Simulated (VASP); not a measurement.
**W (relaxed from the diamond structure, space group Fd-3m): computed properties**

Calculation: r2SCAN meta-GGA, VASP's PBE PAW potentials (set 64) (plane waves; VASP).

```
Item                                                                                                   Result
----------------------------------  -------------------------------------------------------------------------
space group                                                                                       Fd-3m (227)
cell                                a = 5.801 Å, b = 5.801 Å, c = 5.801 Å, α = 90.00°, β = 90.00°, γ = 90.00°
volume per atom                                                                                 24.40 Å³/atom
band gap (over mesh and band path)                                   none (metal, semimetal or under 0.01 eV)
density                                                                                           12.51 g/cm³
```

```cif
data_W2
_chemical_formula_sum 'W2'
_space_group_name_H-M_alt 'P 1'
_space_group_IT_number 1
_cell_length_a 4.10209
_cell_length_b 4.10209
_cell_length_c 4.10209
_cell_angle_alpha 60.000
_cell_angle_beta 60.000
_cell_angle_gamma 60.000
loop_
_space_group_symop_operation_xyz
  'x, y, z'
loop_
_atom_site_label
_atom_site_type_symbol
_atom_site_fract_x
_atom_site_fract_y
_atom_site_fract_z
_atom_site_occupancy
W1 W 0.75000 0.75000 0.75000 1
W2 W 0.50000 0.50000 0.50000 1
```

Unless said otherwise, spin-orbit coupling is left out, though it shifts the bands of the heavy elements here.

The structure was generated: W was put into the diamond type (Fd-3m), which need not be its known phase. It was relaxed first. Symmetry was kept, so distortions that lower it aren't found.
